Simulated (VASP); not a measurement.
Crystal: PmTe.

```xyz
2
Lattice="4.1812 0.0000 0.0000 -2.0906 3.6211 0.0000 0.0000 0.0000 4.0807" Properties=species:S:1:pos:R:3 pbc="T T T"
Pm    0.0000    0.0000    0.0000
Te    2.0906    1.2070    2.0403
```

The cell comes from a database or a generator and needn't be the stable form of this composition.

Base run:

* Program: VASP 6.6.1
* Functional: LDA
* Potentials or basis: VASP PAW PBE potentials, release 64 (Pm, Te)
* Cutoff: 520 eV
* k mesh: 5 × 5 × 5
* Occupations: gaussian, width 0.05 eV
* Spin: collinear spin, zero start
* Starting moments: [0.0, 0.0] μB
* Hubbard terms: Pm f U = 6 eV

Its results: band gap on the k mesh none (metal or under the smearing width); pressure 3.9 GPa; net moment 1.09 μB per cell; site moments Pm +1.04; Te -0.01 μB.

Task: The run is repeated on the same cell with these changes: hubbard terms from Pm f U = 6 eV to Pm f U = 5 eV; further incar settings from ALGO = Normal; EDIFF = 1e-06 to ALGO = Normal; EDIFF = 1e-07; NBANDS = 22. What comes out?

Result: Band gap on the k mesh none (metal or under the smearing width); pressure -2.2 GPa; net moment -0.60 μB per cell; site moments Pm -0.25; Te -0.00 μB.

Caveats: the magnetic or orbital state may not be the lowest; the PAW data sets were made with another functional, which shifts forces and pressure a little; spin-orbit coupling is left out, which moves the levels of the heavy elements; the U is typed as a test and isn't derived for this compound.

Not every run made on this cell is shown here.
